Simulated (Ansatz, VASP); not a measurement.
One calculation of GaGe, two programs

INCAR

```
SYSTEM = GaGe
PREC     = Accurate       ! precision mode
ENCUT    = 520            ! plane-wave cutoff, eV
EDIFF    = 1E-7           ! SCF threshold, eV
ISMEAR   = 0              ! smearing method
SIGMA    = 0.15           ! smearing width, eV
LREAL    = .False.        ! projectors in reciprocal space
LASPH    = .True.         ! aspherical terms in the spheres
NELM     = 100            ! most SCF steps
ALGO     = Fast           ! electronic algorithm
ISIF     = 2              ! what is computed and relaxed
LWAVE    = .False.        ! write WAVECAR
LCHARG   = .False.        ! write CHGCAR
GGA      = PS             ! functional
NBANDS   = 20             ! bands
```

Contents of KPOINTS:

```
Automatic mesh
0
Gamma
  14 14 14
  0 0 0
```

POSCAR

```
GaGe
1.0
    0.0000000000      2.8978440000      3.0427362000
    2.8978440000      0.0000000000      3.0427362000
    2.8978440000      2.8978440000      0.0000000000
Ga Ge
1 1
Direct
    0.7500000000      0.7500000000      0.7500000000
    0.0000000000      0.0000000000      0.0000000000
```

Input for Ansatz:

```yaml
crystal:
  lattice:
    - [0.0, 2.897844, 3.0427362]
    - [2.897844, 0.0, 3.0427362]
    - [2.897844, 2.897844, 0.0]
  atoms:
    - { symbol: Ga, position: [0.75, 0.75, 0.75] }
    - { symbol: Ge, position: [0.0, 0.0, 0.0] }
basis:
  ecutwfc: 420
kpoints:
  mp_grid: { grid: [14, 14, 14] }
hamiltonian:
  xc: pbesol
scf:
  occupations: { method: gaussian, width: 0.15 }
output:
  forces: true
  stress: true
  eigenvalues: true
```

Change from the starting cell: strain +0.000 along x and y, +0.050 along z, atoms carried along.

Alike in both runs: task single point; functional PBEsol; k mesh 14 × 14 × 14; occupations gaussian, width 0.15 eV; no spin polarisation.

|  | VASP | Ansatz |
| --- | --- | --- |
| version | VASP 6.6.1 | Ansatz 0.2.0 |
| potentials or method | VASP PAW PBE potentials, release 64 (Ga_d, Ge_d) | scalar-relativistic, plane waves, PAW |
| plane-wave cutoff (eV) | 520 | 420 |
| valence electrons in the cell | 27 | 27 |

VASP gave:

```
gap on the k mesh at the Fermi level (eV) : none
pressure (GPa)                            : -4.4
```

Task: Which values does Ansatz return?

Result: gap on the k mesh at the Fermi level (eV): none; pressure (GPa): -4.5.

A gap of «none» marks a metal or a gap that the smearing closes.

Caveats: the PAW data sets were made with another functional, which shifts forces and pressure a little (VASP).
